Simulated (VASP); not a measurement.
```
CELL_PARAMETERS angstrom
      0.00000     2.99604     2.99604
      2.99604     0.00000     2.99604
      2.99604     2.99604     0.00000
ATOMIC_POSITIONS crystal
  Al 0.25000 0.25000 0.25000
  Al 0.75000 0.75000 0.75000
  Au 0.00000 0.00000 0.00000
```

Level of theory: AM05 GGA, VASP's PBE PAW potentials (set 64) (plane waves; VASP). Numerical set-up: 520 eV cut-off, 10×10×10 Γ-centred mesh, tetrahedra with Blöchl corrections, potentials Al Au.

Unless said otherwise, spin-orbit coupling is left out, though it shifts the bands of the heavy elements here.

Task: Estimate the energy per atom (σ→0), band gap (on the k-mesh) with the smallest direct gap where there is one.

Result: 
```json
{
  "band gap (on the k-mesh)": "none (metal, semimetal or under 0.01 eV)",
  "energy per atom (σ→0)": "-4.287 eV/atom"
}
```

Total energies compare only between runs with the same potentials, cut-off and functional.

The compound is AuAl2 in the fluorite structure. It was relaxed first. The electron count is odd and the run is not spin-polarised, which forces a metal.
